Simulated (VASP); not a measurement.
An input for Quantum ESPRESSO's pw.x (written as the equivalent of a VASP run, and not itself run):

```
&CONTROL
  calculation = 'vc-relax'
  pseudo_dir = './pseudo'
  outdir = './out'
  tprnfor = .true.
  tstress = .true.
  nstep = 60
  forc_conv_thr = 0.00039
/
&SYSTEM
  ibrav = 0
  nat = 2
  ntyp = 2
  ecutwfc = 102
  occupations = 'smearing'
  smearing = 'gaussian'
  degauss = 0.003675
  input_dft = 'pz'
/
&ELECTRONS
  conv_thr = 7.3e-08
  electron_maxstep = 100
/
&IONS
/
&CELL
/
ATOMIC_SPECIES
  Cd 112.414 Cd.upf
  Te 127.600 Te.upf
CELL_PARAMETERS angstrom
     0.0000000    3.2400000    3.2400000
     3.2400000    0.0000000    3.2400000
     3.2400000    3.2400000    0.0000000
ATOMIC_POSITIONS crystal
  Cd   0.0000000  0.0000000  0.0000000
  Te   0.2500000  0.2500000  0.2500000
K_POINTS automatic
  6 6 6 0 0 0
```

Q: Write the VASP files for the same calculation (LDA).

A: One answer among several that fit: 
### KPOINTS
```
Automatic mesh
0
Gamma
6 6 6
0 0 0
```

INCAR:
```
ALGO = Normal
EDIFF = 1E-6
EDIFFG = -0.01
ENCUT = 520
IBRION = 2
ISIF = 3
ISMEAR = 0
LASPH = T
LCHARG = F
LMAXMIX = 4
LREAL = F
LWAVE = F
NELM = 100
NSW = 60
PREC = Accurate
SIGMA = 0.05
SYSTEM = CdTe
```

POSCAR:
```
CdTe
1
    0.0000000000     3.2400000000     3.2400000000
    3.2400000000     0.0000000000     3.2400000000
    3.2400000000     3.2400000000     0.0000000000
Cd Te
1 1
Direct
  0.0000000000   0.0000000000   0.0000000000
  0.2500000000   0.2500000000   0.2500000000
```

POTCAR, in this order: Cd Te (LDA.64 set). Program: vasp_std.

What does not carry over: the potentials are each code's own (VASP's PAW set, PseudoDojo norm-conserving files in pw.x), so ENCUT and ecutwfc are chosen apart and not converted; conv_thr bounds pw.x's estimated SCF error, while EDIFF bounds the energy change between steps; forc_conv_thr acts on force components and is met together with etot_conv_thr.

The compound is CdTe in the zinc blende structure. This run relaxes it. Symmetry was kept, so distortions that lower it aren't found.
